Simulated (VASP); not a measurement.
Given:

```
CELL_PARAMETERS angstrom
      4.46635     0.00000     0.00000
      0.00000     4.46635     0.00000
      0.00000     0.00000     4.46635
ATOMIC_POSITIONS crystal
  Al 0.00000 0.00000 0.00000
  Ga 0.50000 0.50000 0.00000
  Ga 0.00000 0.50000 0.50000
  Ga 0.50000 0.00000 0.50000
  N  0.75493 0.75493 0.24507
  N  0.75493 0.24507 0.75493
  N  0.24507 0.24507 0.24507
  N  0.24507 0.75493 0.75493
```

Method: PBEsol GGA, VASP's PBE PAW potentials (set 64) (plane waves; VASP). Run with 520 eV cut-off, 6×6×6 Γ-centred mesh, tetrahedra with Blöchl corrections, potentials Al Ga_d N.

**Question.** What does the run give for the energy per atom (σ→0), band gap (on the k-mesh) with the smallest direct gap where there is one?

**Answer.** 
```yaml
band gap (on the k-mesh): 2.31 eV
smallest direct gap (on the k-mesh): 2.31 eV
energy per atom (σ→0): -662.9 kJ/mol of atoms
```

Total energies compare only between runs with the same potentials, cut-off and functional.

The structure comes from a computed database's AlGa3N4 entry (P-43m); how it stands against other phases isn't given here. It was relaxed first.
